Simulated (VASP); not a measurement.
# Dynamics of WS2 (Tungstenite) at finite temperature, part 3 of 4

Aim: follow WS2 (Tungstenite) in time and read averages from the run. The start is a cell from a database of measured crystal structures.

VASP 6.6.1; LDA, no spin polarisation; plane waves and PAW (W, S).

So far. Step 2 (Relax the host): The run ended after 16 ionic steps, 0.096 eV below its first step, once forces and stress met EDIFFG = -0.02. Step 3 (Relax the host again, on a new basis): The start already met the threshold, so nothing moved.

The database entry behind the starting cell differs from later determinations by our own check (an axis about 1.4 % long against later determinations), so it need not match the best structure at ambient conditions.

## Step 4: Molecular dynamics

System of this step: WS2 (Tungstenite). The structure is hexagonal, space group P6_3/mmc (No. 194). Conventional cell: a = 3.123 Å, b = 3.123 Å, c = 12.133 Å, α = 90.00°, β = 90.00°, γ = 120.00°. W has 6 S at 2.39 Å nearest. Nearest to S lie 3 W at 2.39 Å. Farther neighbours and most contacts between anions are not listed.

Few k-points, a looser threshold and, at fixed cell, a modest cutoff make many steps affordable, at some cost in the accuracy of forces and more in that of pressure. The electronic smearing is set to the highest ionic temperature of the stage, and to no less than 300 K.

File INCAR:

```
SYSTEM = WS2
PREC = Normal
ENCUT = 340
EDIFF = 1E-04
NELM = 120
ISMEAR = -1
SIGMA = 0.0431
LREAL = Auto
ALGO = VeryFast
GGA = CA
NBANDS = 96
LASPH = .TRUE.
LWAVE = .FALSE.
LCHARG = .FALSE.
NCORE = 4
IBRION = 0
NSW = 350
POTIM = 2
TEBEG = 500
TEEND = 500
ISYM = 0
ISIF = 3
NELMIN = 4
MAXMIX = 40
NBLOCK = 1
RANDOM_SEED = 392182 0 0
NWRITE = 1
MDALGO = 3
LANGEVIN_GAMMA = 10 10
LANGEVIN_GAMMA_L = 10
PMASS = 100
PSTRESS = 0
```

File POSCAR:

```
WS2
1.0
    6.2457518250      0.0000000000      0.0000000000
   -3.1228759124      5.4089797460      0.0000000000
    0.0000000000      0.0000000000     12.1333677938
W S
8 16
Direct
    0.3333333334      0.1666666666      0.7500000000
    0.3333333334      0.6666666666      0.7500000000
    0.8333333334      0.1666666666      0.7500000000
    0.8333333334      0.6666666666      0.7500000000
    0.1666666666      0.3333333334      0.2500000000
    0.1666666667      0.8333333334      0.2500000000
    0.6666666667      0.3333333334      0.2500000000
    0.6666666667      0.8333333334      0.2500000000
    0.3333333334      0.1666666666      0.3788538124
    0.3333333334      0.6666666666      0.3788538124
    0.8333333334      0.1666666666      0.3788538124
    0.8333333334      0.6666666666      0.3788538124
    0.1666666666      0.3333333334      0.8788538124
    0.1666666667      0.8333333334      0.8788538124
    0.6666666667      0.3333333334      0.8788538124
    0.6666666667      0.8333333334      0.8788538124
    0.3333333334      0.1666666666      0.1211461876
    0.3333333334      0.6666666666      0.1211461876
    0.8333333334      0.1666666666      0.1211461876
    0.8333333334      0.6666666666      0.1211461876
    0.1666666666      0.3333333334      0.6211461876
    0.1666666667      0.8333333334      0.6211461876
    0.6666666667      0.3333333334      0.6211461876
    0.6666666667      0.8333333334      0.6211461876
```

File KPOINTS:

```
Automatic mesh
0
Gamma
1 1 1
0 0 0
```

The projector-augmented-wave data sets are W and S (LDA family, release 64).

Launch:

```sh
> mpirun -np 4 vasp_gam
```

Log:

```text
[banner, memory and clock lines left out]
running    4 mpi-ranks, on    1 nodes
 distrk:  each k-point on    4 cores,    1 groups
 distr:  one band on    4 cores,    1 groups

 POSCAR found type information on POSCAR W S
 POSCAR found :  2 types and      24 ions
 LDA part: xc-table for (Slater(with rela. corr.)+CA(PZ))
 , standard interpolation
 POSCAR, INCAR and KPOINTS ok, starting setup
 FFT: planning ... GRIDC
 FFT: planning ... GRID_SOFT
 FFT: planning ... GRID
 WAVECAR not read
 prediction of wavefunctions initialized - no I/O
 entering main loop
       N       E                     dE             d eps       ncg     rms          rms(c)
RMM:   1     0.165674029207E+04    0.16567E+04   -0.41785E+04    96   0.857E+02
RMM:   2     0.479656922468E+03   -0.11771E+04   -0.11883E+04    96   0.239E+02
RMM:   3     0.104151431304E+03   -0.37551E+03   -0.41123E+03    96   0.125E+02
RMM:   4    -0.212782854806E+02   -0.12543E+03   -0.14138E+03    96   0.912E+01
RMM:   5    -0.109208955416E+03   -0.87931E+02   -0.70272E+02    96   0.542E+01
RMM:   6    -0.157792450452E+03   -0.48583E+02   -0.39281E+02    96   0.411E+01
RMM:   7    -0.185097475965E+03   -0.27305E+02   -0.23360E+02    96   0.272E+01
RMM:   8    -0.198459490892E+03   -0.13362E+02   -0.11994E+02    96   0.193E+01
RMM:   9    -0.211426617127E+03   -0.12967E+02   -0.12489E+02   228   0.131E+01
RMM:  10    -0.213222217311E+03   -0.17956E+01   -0.22059E+01   232   0.390E+00
RMM:  11    -0.213880817466E+03   -0.65860E+00   -0.61729E+00   238   0.138E+00
RMM:  12    -0.213926709018E+03   -0.45892E-01   -0.40644E-01   222   0.430E-01    0.852E+01
RMM:  13    -0.204150807537E+03    0.97759E+01   -0.49178E+01   334   0.128E+01    0.398E+01
RMM:  14    -0.202594858787E+03    0.15559E+01   -0.11452E+01   278   0.542E+00    0.154E+01
RMM:  15    -0.202078753690E+03    0.51611E+00   -0.17846E+00   216   0.281E+00    0.113E+00
RMM:  16    -0.202075499980E+03    0.32537E-02   -0.26509E-01   200   0.122E+00    0.114E+00
RMM:  17    -0.202076013527E+03   -0.51355E-03   -0.44140E-02   207   0.555E-01    0.514E-01
RMM:  18    -0.202077526261E+03   -0.15127E-02   -0.12406E-02   195   0.272E-01    0.350E-01
RMM:  19    -0.202076510306E+03    0.10160E-02   -0.46786E-03   201   0.169E-01    0.118E-01
RMM:  20    -0.202076656454E+03   -0.14615E-03   -0.21645E-03   205   0.815E-02    0.271E-02
RMM:  21    -0.202076657652E+03   -0.11982E-05   -0.21740E-04   129   0.338E-02
      1 T=   501. E= -.20032958E+03 F= -.20207666E+03 E0= -.20207666E+03  EK= 0.17471E+01 SP= 0.00E+00 SK= 0.00E+00
 bond charge predicted
       N       E                     dE             d eps       ncg     rms          rms(c)
RMM:   1    -0.202024187977E+03    0.52468E-01   -0.30043E+00   192   0.405E+00    0.140E+00
RMM:   2    -0.202060957068E+03   -0.36769E-01   -0.46155E-01   192   0.192E+00    0.381E-01
RMM:   3    -0.202071511031E+03   -0.10554E-01   -0.12089E-01   213   0.813E-01    0.580E-01
RMM:   4    -0.202074349229E+03   -0.28382E-02   -0.25974E-02   230   0.354E-01    0.653E-01
RMM:   5    -0.202075340756E+03   -0.99153E-03   -0.38780E-03   223   0.130E-01    0.698E-01
RMM:   6    -0.202076984415E+03   -0.16437E-02   -0.15500E-03   191   0.770E-02    0.698E-01
RMM:   7    -0.202089015548E+03   -0.12031E-01   -0.16903E-02   219   0.232E-01    0.912E-01
RMM:   8    -0.202080448875E+03    0.85667E-02   -0.40210E-03   192   0.143E-01    0.740E-01
RMM:   9    -0.202074905208E+03    0.55437E-02   -0.59767E-03   192   0.145E-01    0.550E-01
RMM:  10    -0.202074322406E+03    0.58280E-03   -0.12093E-03   189   0.844E-02    0.503E-01
RMM:  11    -0.202073874400E+03    0.44801E-03   -0.30769E-04   138   0.379E-02    0.477E-01
RMM:  12    -0.202072668849E+03    0.12056E-02   -0.77714E-04   182   0.494E-02    0.395E-01
RMM:  13    -0.202071086232E+03    0.15826E-02   -0.21856E-03   230   0.783E-02    0.256E-01
RMM:  14    -0.202070493814E+03    0.59242E-03   -0.67897E-04   185   0.489E-02    0.184E-01
RMM:  15    -0.202070252451E+03    0.24136E-03   -0.41771E-04   156   0.398E-02    0.139E-01
RMM:  16    -0.202070165357E+03    0.87094E-04   -0.16268E-04   121   0.283E-02
      2 T=   487. E= -.20037155E+03 F= -.20207017E+03 E0= -.20207017E+03  EK= 0.16986E+01 SP= 0.00E+00 SK= 0.00E+00
[... from here on, the cycles between the ionic steps are left out ...]
      6 T=   358. E= -.20048326E+03 F= -.20173187E+03 E0= -.20173187E+03  EK= 0.12486E+01 SP= 0.00E+00 SK= 0.00E+00
     11 T=   237. E= -.20033453E+03 F= -.20116178E+03 E0= -.20116178E+03  EK= 0.82725E+00 SP= 0.00E+00 SK= 0.00E+00
     16 T=   223. E= -.20020460E+03 F= -.20098430E+03 E0= -.20098430E+03  EK= 0.77969E+00 SP= 0.00E+00 SK= 0.00E+00
     21 T=   304. E= -.20006433E+03 F= -.20112528E+03 E0= -.20112528E+03  EK= 0.10610E+01 SP= 0.00E+00 SK= 0.00E+00
     26 T=   325. E= -.19999110E+03 F= -.20112413E+03 E0= -.20112413E+03  EK= 0.11330E+01 SP= 0.00E+00 SK= 0.00E+00
     32 T=   376. E= -.19988667E+03 F= -.20119852E+03 E0= -.20119852E+03  EK= 0.13118E+01 SP= 0.00E+00 SK= 0.00E+00
     37 T=   331. E= -.20010472E+03 F= -.20125931E+03 E0= -.20125931E+03  EK= 0.11546E+01 SP= 0.00E+00 SK= 0.00E+00
     42 T=   400. E= -.19974470E+03 F= -.20113905E+03 E0= -.20113905E+03  EK= 0.13943E+01 SP= 0.00E+00 SK= 0.00E+00
     47 T=   398. E= -.19957221E+03 F= -.20095984E+03 E0= -.20095984E+03  EK= 0.13876E+01 SP= 0.00E+00 SK= 0.00E+00
     52 T=   326. E= -.19981099E+03 F= -.20094960E+03 E0= -.20094960E+03  EK= 0.11386E+01 SP= 0.00E+00 SK= 0.00E+00
     57 T=   417. E= -.19970488E+03 F= -.20116005E+03 E0= -.20116005E+03  EK= 0.14552E+01 SP= 0.00E+00 SK= 0.00E+00
     62 T=   312. E= -.20005271E+03 F= -.20114194E+03 E0= -.20114194E+03  EK= 0.10892E+01 SP= 0.00E+00 SK= 0.00E+00
     68 T=   366. E= -.19997023E+03 F= -.20124588E+03 E0= -.20124588E+03  EK= 0.12757E+01 SP= 0.00E+00 SK= 0.00E+00
     74 T=   405. E= -.19997583E+03 F= -.20138945E+03 E0= -.20138945E+03  EK= 0.14136E+01 SP= 0.00E+00 SK= 0.00E+00
     79 T=   394. E= -.19983449E+03 F= -.20120834E+03 E0= -.20120834E+03  EK= 0.13738E+01 SP= 0.00E+00 SK= 0.00E+00
     84 T=   324. E= -.19990988E+03 F= -.20104065E+03 E0= -.20104065E+03  EK= 0.11308E+01 SP= 0.00E+00 SK= 0.00E+00
     89 T=   383. E= -.19987381E+03 F= -.20120985E+03 E0= -.20120985E+03  EK= 0.13360E+01 SP= 0.00E+00 SK= 0.00E+00
     95 T=   406. E= -.19993892E+03 F= -.20135760E+03 E0= -.20135760E+03  EK= 0.14187E+01 SP= 0.00E+00 SK= 0.00E+00
    100 T=   332. E= -.19993950E+03 F= -.20109960E+03 E0= -.20109960E+03  EK= 0.11601E+01 SP= 0.00E+00 SK= 0.00E+00
    105 T=   318. E= -.19984834E+03 F= -.20095929E+03 E0= -.20095929E+03  EK= 0.11109E+01 SP= 0.00E+00 SK= 0.00E+00
    110 T=   392. E= -.19968072E+03 F= -.20105001E+03 E0= -.20105001E+03  EK= 0.13693E+01 SP= 0.00E+00 SK= 0.00E+00
    115 T=   448. E= -.19943870E+03 F= -.20100343E+03 E0= -.20100343E+03  EK= 0.15647E+01 SP= 0.00E+00 SK= 0.00E+00
    120 T=   506. E= -.19913545E+03 F= -.20090227E+03 E0= -.20090227E+03  EK= 0.17668E+01 SP= 0.00E+00 SK= 0.00E+00
    125 T=   514. E= -.19912732E+03 F= -.20092081E+03 E0= -.20092081E+03  EK= 0.17935E+01 SP= 0.00E+00 SK= 0.00E+00
    130 T=   474. E= -.19916704E+03 F= -.20082206E+03 E0= -.20082206E+03  EK= 0.16550E+01 SP= 0.00E+00 SK= 0.00E+00
    135 T=   358. E= -.19925526E+03 F= -.20050443E+03 E0= -.20050443E+03  EK= 0.12492E+01 SP= 0.00E+00 SK= 0.00E+00
    140 T=   420. E= -.19896840E+03 F= -.20043507E+03 E0= -.20043507E+03  EK= 0.14667E+01 SP= 0.00E+00 SK= 0.00E+00
    145 T=   496. E= -.19894704E+03 F= -.20067942E+03 E0= -.20067942E+03  EK= 0.17324E+01 SP= 0.00E+00 SK= 0.00E+00
    150 T=   493. E= -.19878897E+03 F= -.20050991E+03 E0= -.20050991E+03  EK= 0.17209E+01 SP= 0.00E+00 SK= 0.00E+00
    155 T=   371. E= -.19878184E+03 F= -.20007807E+03 E0= -.20007807E+03  EK= 0.12962E+01 SP= 0.00E+00 SK= 0.00E+00
    160 T=   397. E= -.19867734E+03 F= -.20006192E+03 E0= -.20006192E+03  EK= 0.13846E+01 SP= 0.00E+00 SK= 0.00E+00
    165 T=   538. E= -.19850276E+03 F= -.20038101E+03 E0= -.20038101E+03  EK= 0.18782E+01 SP= 0.00E+00 SK= 0.00E+00
    170 T=   478. E= -.19874424E+03 F= -.20041286E+03 E0= -.20041286E+03  EK= 0.16686E+01 SP= 0.00E+00 SK= 0.00E+00
    175 T=   471. E= -.19862695E+03 F= -.20026993E+03 E0= -.20026993E+03  EK= 0.16430E+01 SP= 0.00E+00 SK= 0.00E+00
    180 T=   527. E= -.19845468E+03 F= -.20029427E+03 E0= -.20029427E+03  EK= 0.18396E+01 SP= 0.00E+00 SK= 0.00E+00
    185 T=   473. E= -.19858113E+03 F= -.20023242E+03 E0= -.20023242E+03  EK= 0.16513E+01 SP= 0.00E+00 SK= 0.00E+00
    190 T=   494. E= -.19872794E+03 F= -.20045282E+03 E0= -.20045282E+03  EK= 0.17249E+01 SP= 0.00E+00 SK= 0.00E+00
    195 T=   570. E= -.19880940E+03 F= -.20079972E+03 E0= -.20079972E+03  EK= 0.19903E+01 SP= 0.00E+00 SK= 0.00E+00
    200 T=   577. E= -.19874913E+03 F= -.20076361E+03 E0= -.20076361E+03  EK= 0.20145E+01 SP= 0.00E+00 SK= 0.00E+00
    205 T=   469. E= -.19853437E+03 F= -.20017232E+03 E0= -.20017232E+03  EK= 0.16380E+01 SP= 0.00E+00 SK= 0.00E+00
    210 T=   380. E= -.19850735E+03 F= -.19983524E+03 E0= -.19983524E+03  EK= 0.13279E+01 SP= 0.00E+00 SK= 0.00E+00
    216 T=   617. E= -.19832343E+03 F= -.20047660E+03 E0= -.20047660E+03  EK= 0.21532E+01 SP= 0.00E+00 SK= 0.00E+00
    221 T=   816. E= -.19821642E+03 F= -.20106371E+03 E0= -.20106371E+03  EK= 0.28473E+01 SP= 0.00E+00 SK= 0.00E+00
    226 T=   755. E= -.19823395E+03 F= -.20086732E+03 E0= -.20086732E+03  EK= 0.26334E+01 SP= 0.00E+00 SK= 0.00E+00
    231 T=   611. E= -.19819588E+03 F= -.20032714E+03 E0= -.20032714E+03  EK= 0.21313E+01 SP= 0.00E+00 SK= 0.00E+00
    236 T=   563. E= -.19824136E+03 F= -.20020708E+03 E0= -.20020708E+03  EK= 0.19657E+01 SP= 0.00E+00 SK= 0.00E+00
    241 T=   469. E= -.19871277E+03 F= -.20035101E+03 E0= -.20035101E+03  EK= 0.16382E+01 SP= 0.00E+00 SK= 0.00E+00
    246 T=   596. E= -.19850766E+03 F= -.20058879E+03 E0= -.20058879E+03  EK= 0.20811E+01 SP= 0.00E+00 SK= 0.00E+00
    251 T=   602. E= -.19858688E+03 F= -.20068892E+03 E0= -.20068892E+03  EK= 0.21020E+01 SP= 0.00E+00 SK= 0.00E+00
    256 T=   573. E= -.19846949E+03 F= -.20046953E+03 E0= -.20046953E+03  EK= 0.20000E+01 SP= 0.00E+00 SK= 0.00E+00
    261 T=   471. E= -.19856288E+03 F= -.20020664E+03 E0= -.20020664E+03  EK= 0.16438E+01 SP= 0.00E+00 SK= 0.00E+00
    266 T=   513. E= -.19864567E+03 F= -.20043769E+03 E0= -.20043769E+03  EK= 0.17920E+01 SP= 0.00E+00 SK= 0.00E+00
    271 T=   565. E= -.19869822E+03 F= -.20067045E+03 E0= -.20067045E+03  EK= 0.19722E+01 SP= 0.00E+00 SK= 0.00E+00
    276 T=   443. E= -.19895080E+03 F= -.20049619E+03 E0= -.20049619E+03  EK= 0.15454E+01 SP= 0.00E+00 SK= 0.00E+00
    281 T=   429. E= -.19894676E+03 F= -.20044270E+03 E0= -.20044270E+03  EK= 0.14959E+01 SP= 0.00E+00 SK= 0.00E+00
    286 T=   383. E= -.19920663E+03 F= -.20054219E+03 E0= -.20054219E+03  EK= 0.13356E+01 SP= 0.00E+00 SK= 0.00E+00
    291 T=   401. E= -.19926917E+03 F= -.20066998E+03 E0= -.20066998E+03  EK= 0.14008E+01 SP= 0.00E+00 SK= 0.00E+00
    296 T=   472. E= -.19913800E+03 F= -.20078659E+03 E0= -.20078659E+03  EK= 0.16486E+01 SP= 0.00E+00 SK= 0.00E+00
    301 T=   480. E= -.19890416E+03 F= -.20057784E+03 E0= -.20057784E+03  EK= 0.16737E+01 SP= 0.00E+00 SK= 0.00E+00
    306 T=   413. E= -.19880554E+03 F= -.20024811E+03 E0= -.20024811E+03  EK= 0.14426E+01 SP= 0.00E+00 SK= 0.00E+00
    311 T=   427. E= -.19871351E+03 F= -.20020340E+03 E0= -.20020340E+03  EK= 0.14899E+01 SP= 0.00E+00 SK= 0.00E+00
    316 T=   640. E= -.19845183E+03 F= -.20068413E+03 E0= -.20068413E+03  EK= 0.22323E+01 SP= 0.00E+00 SK= 0.00E+00
    321 T=   598. E= -.19867887E+03 F= -.20076670E+03 E0= -.20076670E+03  EK= 0.20878E+01 SP= 0.00E+00 SK= 0.00E+00
    326 T=   523. E= -.19877128E+03 F= -.20059605E+03 E0= -.20059605E+03  EK= 0.18248E+01 SP= 0.00E+00 SK= 0.00E+00
    331 T=   505. E= -.19882336E+03 F= -.20058502E+03 E0= -.20058502E+03  EK= 0.17617E+01 SP= 0.00E+00 SK= 0.00E+00
    336 T=   490. E= -.19894527E+03 F= -.20065656E+03 E0= -.20065656E+03  EK= 0.17113E+01 SP= 0.00E+00 SK= 0.00E+00
    341 T=   516. E= -.19882810E+03 F= -.20062862E+03 E0= -.20062862E+03  EK= 0.18005E+01 SP= 0.00E+00 SK= 0.00E+00
    346 T=   510. E= -.19878848E+03 F= -.20056912E+03 E0= -.20056912E+03  EK= 0.17806E+01 SP= 0.00E+00 SK= 0.00E+00
    349 T=   478. E= -.19877381E+03 F= -.20044081E+03 E0= -.20044081E+03  EK= 0.16670E+01 SP= 0.00E+00 SK= 0.00E+00
 bond charge predicted
 prediction of wavefunctions
       N       E                     dE             d eps       ncg     rms          rms(c)
RMM:   1    -0.200404009452E+03    0.36870E-01   -0.19447E-01   192   0.102E+00    0.322E-01
RMM:   2    -0.200405843254E+03   -0.18338E-02   -0.31044E-02   192   0.503E-01    0.217E-01
RMM:   3    -0.200405878296E+03   -0.35042E-04   -0.88340E-03   196   0.236E-01    0.143E-01
RMM:   4    -0.200405994578E+03   -0.11628E-03   -0.25404E-03   209   0.120E-01    0.120E-01
RMM:   5    -0.200405830893E+03    0.16369E-03   -0.60530E-04   175   0.587E-02    0.723E-02
RMM:   6    -0.200405907473E+03   -0.76580E-04   -0.73695E-04   174   0.540E-02
    350 T=   456. E= -.19881280E+03 F= -.20040591E+03 E0= -.20040591E+03  EK= 0.15931E+01 SP= 0.00E+00 SK= 0.00E+00
 bond charge predicted
 prediction of wavefunctions
 wavefunctions rotated
```

Elapsed: 16 min, on 4 MPI ranks of AMD EPYC 7571, shared host; peak memory 0.41 GiB; 62 min of CPU time.

From OUTCAR (step 4):

```text
 Found      1 irreducible k-points:

   k-points           NKPTS =      1   k-points in BZ     NKDIM =      1   number of bands    NBANDS=     96

   dimension x,y,z NGX =    28 NGY =   28 NGZ =   56
   dimension x,y,z NGXF=    56 NGYF=   56 NGZF=  112

   ENCUT  =  340.0 eV  24.99 Ry    5.00 a.u.   9.39  9.39 18.24*2*pi/ulx,y,z

   NELECT =     144.0000    total number of electrons

 E-fermi :   6.4032

 k-point     1 :       0.0000    0.0000    0.0000
  band No.  band energies     occupation
    ...
     68       4.2545      2.00000
     69       4.3455      2.00000
     70       4.4227      2.00000
     71       4.4589      2.00000
     72       5.4263      2.00000
     73       7.4107      0.00000
     74       7.4395      0.00000
     75       7.5110      0.00000
     76       7.5747      0.00000
     77       7.6182      0.00000
    ...

  Total      -15.9160470      2.0595422     -4.3240858     -1.2495023     -7.8229037      2.8339599
  in kB      -56.6504484      7.3305884    -15.3908440     -4.4473899    -27.8442881     10.0869958
  external PRESSURE =     -21.5702346 kB  Pullay stress =       0.0000000 kB

  energy-cutoff  :      340.00
  volume of cell :      450.13
      direct lattice vectors                 reciprocal lattice vectors
     6.387698555 -0.069779811 -0.633789281     0.157544544  0.090958385  0.000000000
    -3.112942206  5.391774062  0.270469457     0.002038926  0.186644887  0.000000000
    -0.000000000 -0.000000000 13.152676213     0.007549686  0.000544886  0.076030154

 POSITION                                       TOTAL-FORCE (eV/Angst)
 -----------------------------------------------------------------------------------
      1.76092      0.98220      9.72223         0.103716     -1.118973     -0.685489
      0.21828      3.60580      9.75062         0.325410      0.117023      2.777537
      5.04182      0.98560      9.28258        -0.141300     -1.887915      1.660357
      3.45951      3.51783      9.35564        -0.406411      0.569957     -0.996702
     -0.19869      1.53358      3.45240        -0.186383      0.545817     -0.523324
     -1.74795      4.34059      3.60926         1.043306     -1.920638     -0.002734
      3.05258      1.45722      3.02904         0.187376      0.048856      2.095224
      1.44176      4.16291      3.24713        -0.019549     -0.482852     -0.389471
      1.58124      0.70875      4.79151         0.200500      0.785828      1.004699
      0.06350      3.47279      5.02101        -1.086611     -1.060865     -0.183508
      4.75271      0.55807      4.48103        -0.164761      0.396664      0.504516
      3.15776      3.36645      4.68564         0.468497     -0.865975     -0.302341
      0.34157      1.91723     11.49559         0.060095      0.050515     -1.458056
     -1.37310      4.47323     11.55032         1.183917      0.515187     -1.164543
      3.57212      1.85825     11.03153         0.132068     -0.368822     -0.298779
      2.19092      4.47839     11.14091        -1.338348      0.392135     -1.011121
      1.24178      0.67536      1.72710        -0.423014     -0.112046     -0.695654
     -0.41087      3.29156      1.82280         0.296010      0.442408      0.876234
      4.46778      0.40843      1.35732         0.247027      1.514106     -0.449091
      2.97555      3.27008      1.64179        -0.613914      0.806927     -2.056437
      0.05493      1.83726      8.19548         0.634308     -0.019062      0.037359
     -1.39033      4.52979      8.30921        -1.035540      0.573100      0.646487
      3.29255      1.64070      7.81331        -0.690197      0.873987      0.931939
      1.59700      4.48730      8.05573         1.208755      0.204891     -0.308396
 -----------------------------------------------------------------------------------
    total drift:                               -0.015043      0.000255      0.008709

  FREE ENERGIE OF THE ION-ELECTRON SYSTEM (eV)
  ---------------------------------------------------
  free  energy   TOTEN  =      -200.4059074726 eV

  energy  without entropy=     -200.4059074720  energy(sigma->0) =     -200.40590747

[... 3 further parts left out ...]
```

Under PSTRESS the energies of the steps are enthalpies, with the pressure-volume term. After so large a change of volume the plane waves of the start cell no longer fit, so the final stress carries a basis-set error.

(Part 3 of 4 ends here.)

[Lines on the potential files, build, host, timing and source positions are cut from VASP's logs without a mark.]

[Logs are printed without paths, hosts, clocks, repeated set-up lines and the standing remarks that a program may print on its own settings, such as how far it seeks lower states.]

[Hosts, paths, dates, database ids (printed as entryN), source tags and the programs' standing remarks are cut or masked in the printed files.]

[Runs that stopped without an error message from VASP are left out.]
